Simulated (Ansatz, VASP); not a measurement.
# SiO2: VASP beside Ansatz, part 3 of 3

One calculation is typed for both programs; each brings its own data sets. How far apart do they land? The cell is taken from a series of runs on this material, whose earlier steps may have relaxed, scaled, displaced or heated it; both programs get it as it stands.

VASP 6.6.1 and Ansatz 0.2.0.

So far: Set-up; VASP: zone-centre phonons, PBE.

### Step 3. Ansatz: zone-centre phonons, PBE

Level of this step: Ansatz beside VASP: Kohn-Sham DFT, plane waves, PBE (Ansatz).

Ansatz runs on its PAW soft_1 files.

The same cell, functional and mesh now go to Ansatz, which takes its cutoff from its data sets.

Contents of input.yaml:

```yaml
crystal:
  lattice:
    - [4.0644336362, 0.0, 0.0]
    - [0.0, 4.0644336362, 0.0]
    - [0.0, 0.0, 2.629397136]
  atoms:
    - { symbol: O, position: [0.6967233828, 0.6967233828, 0.0] }
    - { symbol: O, position: [0.1967233828, 0.8032766172, 0.5] }
    - { symbol: O, position: [0.3032766172, 0.3032766172, 0.0] }
    - { symbol: O, position: [0.8032766172, 0.1967233828, 0.5] }
    - { symbol: Si, position: [0.5, 0.5, 0.5] }
    - { symbol: Si, position: [0.0, 0.0, 0.0] }
kpoints:
  mp_grid: { grid: [8, 8, 8] }
hamiltonian:
  xc: pbe
  pseudopotentials: { kind: paw, azcp: { folder: soft_1 } }
scf:
  occupations: { method: fixed }
output:
  eigenvalues: true
phonons:
  method: dfpt
  dielectric: true
  rigid_motions: translations
```

Started as:

```console
$ ansatz run input.yaml --threads 4 --pin off --max-ram 16384MiB --backend cpu --events-out ev --progress --plain --runs-dir out
```

Numbers of over 12 decimals in the logs are rounded to 6 here.

What it wrote:

```text
Engine: ansatz 0.2.0, x86_64-unknown-linux-gnu
Pseudopotentials: kind: paw
Pseudopotential: O, paw, valence charge 6, recommended cutoff 420 eV (normal), soft_1/O.paw.azcp
Pseudopotential: Si, paw, valence charge 4, recommended cutoff 420 eV (normal), soft_1/Si.paw.azcp
Functional definition: PBE
  parameter kappa = 0.804
  parameter beta = 0.066725
  exchange = pbe_x(kappa = kappa, mu = beta*pi^2/3)
  correlation = pbe_c(beta = beta)
Crystal: 6 atoms, lattice volume = 43.437 Å³
Basis set: ecut = 420 eV, 825 PW (Γ), exchange–correlation on 60×60×36 points (8 copies of the dense FFT grid, shifted against one another)
Bands: 22, of which v1, the nominal top of the filled ones, is band 16 counted from 1 (15 counted from 0)
Symmetry: 16 space group operations
k-points: 260 of 512 (irreducible under 1 space group operation, time reversal used)
Non-local potential: O, projectors of the file, l = 0: 2, l = 1: 2, l = 2: 1
Non-local potential: Si, projectors of the file, l = 0: 2, l = 1: 2, l = 2: 1
PAW form: soft (Blöchl's): semilocal exchange-correlation on the pseudo side does not see the compensation charge
PAW one-centre angular grid: O, 110 points (default); XC on 64 Gauss nodes
PAW one-centre angular grid: Si, 110 points (default); XC on 64 Gauss nodes
Initial density: superposition of atomic densities (chi_scale 0.1, normalization cell, long waves kept (reshape's long-wave potential 0.00 eV rms))
Initial wavefunctions: pseudopotential atomic-orbital guess
Functional: x = pbe(κ = 0.804, μ = 0.219515), c = pbe(β = 0.066725)
SCF iter   1: F=—  HF=-3549.024566 eV  |F-HF|=—  |Δ(HF+E_count)|=         —  Δρ=1.63e-1  dr2=8.90e0  ethr=3.10e-3  ⟨swp⟩=4.3  Hψ=25901  notcnv=0  defer=987
preconditioner: auto → none  [insulator: Δε(μ)=7.835 eV  Ē_g=20.682 eV  n_scr=10 (ndim 8)  ℏωp=31.9 eV  f_vac=0.000  ε∞_Penn≈3.4]
SCF iter   2: F=—  HF=-3546.627968 eV  |F-HF|=—  |Δ(HF+E_count)|=    2.40e0  Δρ=6.44e-2  dr2=6.16e-1  ethr=3.10e-3  ⟨swp⟩=3.6  Hψ=15095  notcnv=0  defer=1006
SCF iter   3: F=—  HF=-3546.522962 eV  |F-HF|=—  |Δ(HF+E_count)|=   1.05e-1  Δρ=2.42e-2  dr2=8.97e-2  ethr=1.93e-3  ⟨swp⟩=2.6  Hψ=10831  notcnv=0  defer=1027
SCF iter   4: F=—  HF=-3546.553484 eV  |F-HF|=—  |Δ(HF+E_count)|=   3.05e-2  Δρ=2.15e-3  dr2=7.85e-4  ethr=2.80e-4  ⟨swp⟩=2.0  Hψ=6004  notcnv=0  defer=1040
SCF iter   5: F=—  HF=-3546.554098 eV  |F-HF|=—  |Δ(HF+E_count)|=   6.14e-4  Δρ=2.55e-4  dr2=8.18e-6  ethr=2.45e-6  ⟨swp⟩=2.0  Hψ=9646  notcnv=0  defer=1040
SCF iter   6: F=—  HF=-3546.554115 eV  |F-HF|=—  |Δ(HF+E_count)|=   1.63e-5  Δρ=2.49e-5  dr2=1.97e-7  ethr=2.56e-8  ⟨swp⟩=2.0  Hψ=9425  notcnv=0  defer=496
SCF iter   7: F=—  HF=-3546.554115 eV  |F-HF|=—  |Δ(HF+E_count)|=   1.62e-7  Δρ=2.54e-6  dr2=1.40e-9  ethr=6.15e-10  ⟨swp⟩=2.5  Hψ=9910  notcnv=0  defer=455
SCF iter   8: F=-3546.554115 eV  HF=-3546.554115 eV  |F-HF|=3.05e-11  |Δ(HF+E_count)|=   1.81e-9  Δρ=4.36e-7  dr2=3.62e-11  ethr=1.00e-12  ⟨swp⟩=14.0  Hψ=41415  notcnv=0
SCF 1 converged in 8 iterations: F = -3546.554115 eV  dr2 = 3.62e-11
  greatest PAW one-centre occupation: 0.863 electrons in one spin orbital (limit 2), on the O atom at site 2 (counted from 0), in its partial waves of l = 0
DFPT response loops at Γ: preconditioner auto → none (the input reference at scf.mixing.eps_inf says where Resta's filter doesn't serve); β = 0.50; Broyden in place of MSR1
── the response to a field inside a basis, on 8×8×8 k-points: an SCF that follows is theirs, and a resumed run solves both again ──
Bands: 17, of which v1, the nominal top of the filled ones, is band 16 counted from 1 (15 counted from 0)
k-points: 40 of 512
Initial density: handed on by an earlier stage of this run
Initial wavefunctions: pseudopotential atomic-orbital guess (no wavefunctions were taken with the density)
Eigensolver: Dense (40 Hₖ)
SCF iter   1: F=—  HF=-3546.550990 eV  |F-HF|=—  |Δ(HF+E_count)|=         —  Δρ=3.99e-4  dr2=1.16e-5  ethr=1.00e-1
preconditioner: auto → none  [insulator: Δε(μ)=7.185 eV  Ē_g=17.560 eV  n_scr=10 (ndim 8)  ℏωp=31.9 eV  f_vac=0.000  ε∞_Penn≈4.3]
SCF iter   2: F=—  HF=-3546.550993 eV  |F-HF|=—  |Δ(HF+E_count)|=   3.62e-6  Δρ=1.69e-4  dr2=2.69e-6  ethr=3.63e-8
SCF iter   3: F=—  HF=-3546.550995 eV  |F-HF|=—  |Δ(HF+E_count)|=   1.94e-6  Δρ=6.35e-5  dr2=4.46e-7  ethr=8.42e-9
SCF iter   4: F=-3546.550995 eV  HF=-3546.550995 eV  |F-HF|=2.08e-9  |Δ(HF+E_count)|=   5.30e-8  Δρ=4.31e-6  dr2=2.66e-9  ethr=1.39e-9
SCF 1 converged in 4 iterations: F = -3546.550995 eV  dr2 = 2.66e-9
DFPT response loops at Γ: mixed as the last ones told, above
SCF converged after 8 iterations
Free energy (F): -3546.554115 eV
Harris-Foulkes:  -3546.554115 eV  (|F-HF|=3.05e-11)
Internal energy: -3546.554115 eV  (E = F + TS)
E sigma→0 (E₀):  -3546.554115 eV
Fermi energy:    11.755988 eV
--- Per-component energies (eV) ---
  E_band       = 92.908787
  E_kinetic    = 799.698544
  E_local      = -1152.112303  (includes V_loc(G=0)·N_el)
  E_nonlocal   = 252.825377
  E_hartree    = 425.799309
  E_xc         = -408.513789
  E_vxc        = -474.133436  (∫ρ·V_xc dr)
  E_paw        = -1680.609298  (= ΣΔE_a)
  E_vpaw       = -184.971288  (= ΣTr[D̂ρ^β])
  E_aug_tail   = 0.003256  (compensation charges beyond the density's cutoff)
  E_ewald      = -1783.645210
  E_smearing   = -0.000000  (= −TS)
  E_closure    = -0.000000  (closes the sum)
  Σ components = -3546.554115   (vs F -3546.554115, Δ=0.00e0)
--- Band table (eV; the first three rows and the last of 260) ---
  k-point 0: bands = [... 12 lower, 9.2433, 10.8087, 10.8087, 11.7560, 18.5220, 18.5957, 20.6148, 20.6148, ... 2 higher]
  k-point 1: bands = [... 12 lower, 8.5443, 10.6351, 10.6351, 11.5241, 19.2148, 19.7704, 21.5517, 21.5517, ... 2 higher]
  k-point 2: bands = [... 12 lower, 7.2866, 10.1032, 10.1032, 10.8069, 20.2316, 22.1837, 22.4027, 23.5744, ... 2 higher]
  k-point 259: bands = [... 12 lower, 9.9709, 9.9709, 10.0136, 10.0136, 19.6869, 19.6869, 23.4685, 23.4685, ... 2 higher]
--- Phonons (Γ-DFPT): 4 representative perturbations + reference, on 260 of 512 k-points (Σ response iterations 12) ---
  k mesh reduced under 1 symmetry operation, with k and −k counted as one. Each operation leaves every solved perturbation unchanged. A smaller set is not considered because the run solves the response to a homogeneous field
  ASR residual: 1.710e-4 → 0.000e0 eV/Å²; symmetrization residual: 1.692e-6 eV/Å²
  ASR residual per site (eV/Å²): 9.38e-5 9.38e-5 9.38e-5 9.38e-5 1.71e-4 1.71e-4
  Γ frequencies (cm⁻¹): 0.00 0.00 0.00 176.55 399.07 487.06 487.06 630.97 630.97 632.05 692.49 692.49 709.82 827.78 828.24 887.47 887.47 1041.06
  ε∞ (high-frequency dielectric tensor):
        3.295523     0.000000     0.000000
        0.000000     3.295523     0.000000
        0.000000     0.000000     3.481321
  ε⁰ (static dielectric tensor: ions relaxed, cell fixed):
        9.520262     0.000000    -0.000000
        0.000000     9.520262     0.000000
       -0.000000     0.000000     8.394103
  ε⁰ − ε∞ (ionic part):
        6.224739     0.000000    -0.000000
        0.000000     6.224739     0.000000
       -0.000000     0.000000     4.912782
  softest optical mode at Γ: 176.55 cm⁻¹; the repairs (sum rule, projections) moved no ω² at Γ by more than (1.53 cm⁻¹)²
  Born effective charges Z* (e; rows j = field, columns β = displacement):
    site 0:
        -1.89447   -0.55830   -0.00000
        -0.55830   -1.89447   -0.00000
        -0.00000    0.00000   -2.02118
    site 1:
        -1.89447    0.55830   -0.00000
         0.55830   -1.89447   -0.00000
        -0.00000   -0.00000   -2.02118
    site 2:
        -1.89447   -0.55830   -0.00000
        -0.55830   -1.89447   -0.00000
        -0.00000    0.00000   -2.02118
    site 3:
        -1.89447    0.55830   -0.00000
         0.55830   -1.89447   -0.00000
        -0.00000   -0.00000   -2.02118
    site 4:
         3.78894   -0.31846    0.00000
        -0.31846    3.78894    0.00000
         0.00000    0.00000    4.04235
    site 5:
[...]
Z* charge neutrality: 1.607e-3 e pre-enforcement
  solved inside a basis spanned on kpoints, on 8×8×8 k-points, its susceptibility summed on 8×8×12: ε∞ is read to err by 8.0e-3, Z* by 1.4e-2 e (field_mesh: kpoints solves on kpoints); Z* is corrected for what the basis lacks
  optical modes at Γ without the LO–TO term, one row a degenerate level:
      ω (cm⁻¹)  modes    IR ((D/Å)²/amu)
[...]
optical modes at Γ + LO–TO along q̂ = [1.0000, 0.0000, 0.0000]:
      ω (cm⁻¹)  modes    IR ((D/Å)²/amu)
[...]
optical modes at Γ + LO–TO along q̂ = [0.0000, 1.0000, 0.0000]:
      ω (cm⁻¹)  modes    IR ((D/Å)²/amu)
[...]
optical modes at Γ + LO–TO along q̂ = [0.0000, 0.0000, 1.0000]:
      ω (cm⁻¹)  modes    IR ((D/Å)²/amu)
[...]
630.97      2             0.0000
        632.05      1             0.0000
        692.49      2            12.1460
        827.78      1             0.0000
        828.24      1             0.0000
        887.47      2            37.5206
       1041.06      1             0.0000
       1102.20      1            50.4098
```

### Step 4. Differences

Known differences besides the potentials themselves: fixed occupations in Ansatz, narrow Gaussian smearing in VASP; VASP's response is taken on the typed mesh, Ansatz refines its own for the field response alone; the cutoff is 420 eV in Ansatz and 600 eV in VASP; VASP's log repeats an internal error in its field response. Total energies have different zeros and are not compared.

Both answers:

| quantity | Ansatz | VASP | difference |
| --- | --- | --- | --- |
| ε∞ xx | 3.30 | 3.28 | +0.62 % |
| ε∞ yy | 3.30 | 3.28 | +0.62 % |
| ε∞ zz | 3.48 | 3.46 | +0.67 % |
| Born charge of O1 (mean of the diagonal) (e) | -1.94 | -1.92 | -0.02 |
| Born charge of Si5 (mean of the diagonal) (e) | 3.87 | 3.84 | +0.03 |
| optical mode 1 (cm⁻¹) | 176.6 | 177.4 | -0.46 % |
| optical mode 2 (cm⁻¹) | 399.1 | 401.4 | -0.58 % |
| optical mode 3 to 4 (cm⁻¹) | 487.1 | 489.4 | -0.49 % |
| optical mode 5 to 6 (cm⁻¹) | 631.0 | 634.8 | -0.60 % |
| optical mode 7 (cm⁻¹) | 632.0 | 634.8 | -0.44 % |
| optical mode 8 to 9 (cm⁻¹) | 692.5 | 694.5 | -0.30 % |
| optical mode 10 (cm⁻¹) | 709.8 | 714.7 | -0.68 % |
| optical mode 11 (cm⁻¹) | 827.8 | 830.3 | -0.30 % |
| optical mode 12 (cm⁻¹) | 828.2 | 833.3 | -0.61 % |
| optical mode 13 to 14 (cm⁻¹) | 887.5 | 890.9 | -0.39 % |
| optical mode 15 (cm⁻¹) | 1041.1 | 1042.8 | -0.17 % |

Modes are paired by rising frequency, not by their patterns, so a pair may set unlike modes beside each other; they are those without the splitting of longitudinal modes.

### Step 5. What came out

- r.m.s. difference of the optical zone-centre modes, each program's sorted by frequency (zone-centre phonons, PBE): 3.1 cm⁻¹
- difference in optical mode 10 (zone-centre phonons, PBE): -0.7 %

In words: The r.m.s. difference of the optical zone-centre modes, each program's sorted by frequency is 3.1 cm⁻¹ (zone-centre phonons, PBE). Among the rows given in per cent, the largest difference of the zone-centre phonons, PBE pair is in optical mode 10, -0.7 %. How closely two codes agree says nothing of how well the functional describes the real material.

[Lines on the potential files, build, host, timing and source positions are cut from VASP's logs without a mark.]

[Logs are printed without paths, hosts, clocks, repeated set-up lines and the standing remarks that a program may print on its own settings, such as how far it seeks lower states.]

[Hosts, paths, dates, database ids (printed as entryN), source tags and the programs' standing remarks are cut or masked in the printed files.]
